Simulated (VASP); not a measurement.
VASP input:

File KPOINTS:
```
Automatic mesh
0
Gamma
10 10 10
0 0 0
```

INCAR:
```
SYSTEM = PtAs
PREC = Accurate; ENCUT = 400; LREAL = .FALSE.
LASPH = .TRUE.
EDIFF = 1E-6; NELM = 100; ALGO = Normal
LMAXMIX = 6; LMIXTAU = .TRUE.
ISMEAR = 1; SIGMA = 0.1
METAGGA = R2SCAN
IBRION = 2; NSW = 60; ISIF = 3
EDIFFG = -0.01
LWAVE = .FALSE.; LCHARG = .FALSE.
```

File POSCAR:
```
PtAs
1.0
  0.0000000000   2.7826480643   2.7826480643
  2.7826480643   0.0000000000   2.7826480643
  2.7826480643   2.7826480643   0.0000000000
Pt As
1 1
Cartesian
  0.0000000000   0.0000000000   0.0000000000
  1.3913240322   1.3913240322   1.3913240322
```

POTCAR, in this order: Pt As (PBE.64 set). Program: vasp_std.

Question: Translate this r2SCAN calculation to Ansatz.

Answer: One equivalent input (not run):
Ansatz 0.2 input:
```yaml
crystal:
  lattice:
    - [0.0000000, 2.7826481, 2.7826481]
    - [2.7826481, 0.0000000, 2.7826481]
    - [2.7826481, 2.7826481, 0.0000000]
  atoms:
    - { symbol: Pt, position: [0.0000000, 0.0000000, 0.0000000] }
    - { symbol: As, position: [0.2500000, 0.2500000, 0.2500000] }
kpoints:
  mp_grid: { grid: [10, 10, 10] }
hamiltonian:
  xc: r2scan
  pseudopotentials: { kind: paw }
scf:
  occupations: { method: methfessel_paxton, width: 0.1 }
  max_iter: 100
relax:
  max_steps: 60
  f_tol: 0.01
  cell: {}
output: { forces: true, stress: true, eigenvalues: true }
```
What does not carry over: each code has its own PAW files, so the cut-off isn't converted (ENCUT is set for VASP's; basis.ecutwfc is left out, and Ansatz then takes the one that its files recommend); Ansatz stops its SCF on the density residual and VASP on the energy change (EDIFF).

The structure was generated: PtAs was put into the zinc blende type (F-43m), which need not be its known phase. It was relaxed first, which changed the volume by -16 %. The start is the result of an earlier pass.
